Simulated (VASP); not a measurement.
Energy against volume of Bi (a7). Calculation: PBEsol GGA, VASP's PBE PAW potentials (set 64) (plane waves; VASP). Numerical set-up: 520 eV cut-off, 10×10×10 Γ-centred mesh, first-order Methfessel-Paxton smearing of 0.10 eV, potentials Bi_d.

Shape and ions are relaxed at each volume.

| V (Å³/atom) | E (eV/atom) |
|---|---|
| 33.334 | -4.30009 |
| 34.365 | -4.30452 |
| 35.396 | -4.30149 |
| 36.427 | -4.29259 |

Task: Fit these four points and predict the energy of the run at 32.303 Å³/atom.

Result: A cubic in V^(−2/3), the third-order Birch-Murnaghan form, passes through the four points with V0 = 34.42 Å³/atom and B0 = 38 GPa, and gives -4.2862 eV/atom there. The run gave -4.2862 eV/atom, +0.0 meV/atom from the fit; all five points give B0 = 38 GPa.

The compound is Bi in the a7 structure. It was relaxed first.
